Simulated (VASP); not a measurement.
```xyz
2
Lattice="2.8072 0.0000 0.0000 0.0000 2.8072 0.0000 0.0000 0.0000 4.0395" Properties=species:S:1:pos:R:3 pbc="T T T"
Ti     0.0000     0.0000     0.0000
Al     1.4036     1.4036     2.0198
```

Level of theory: vdW-DF-cx, VASP's PBE PAW potentials (set 64) (plane waves; VASP). Settings: 520 eV cut-off, 12×12×8 Γ-centred mesh, first-order Methfessel-Paxton smearing of 0.10 eV, potentials Ti_sv Al.

Task: What does the run give for the energy per atom (σ→0), band gap (on the k-mesh) with the smallest direct gap where there is one?

Result: 
| Quantity | Result |
|---|---|
| band gap (on the k-mesh) | none (metal, semimetal or under 0.01 eV) |
| energy per atom (σ→0) | -4.312 eV/atom |

Total energies compare only between runs with the same potentials, cut-off and functional.

The compound is TiAl in the L1_0 structure. It was relaxed first. The start is the result of an earlier pass. The electron count is odd and the run is not spin-polarised, which forces a metal.
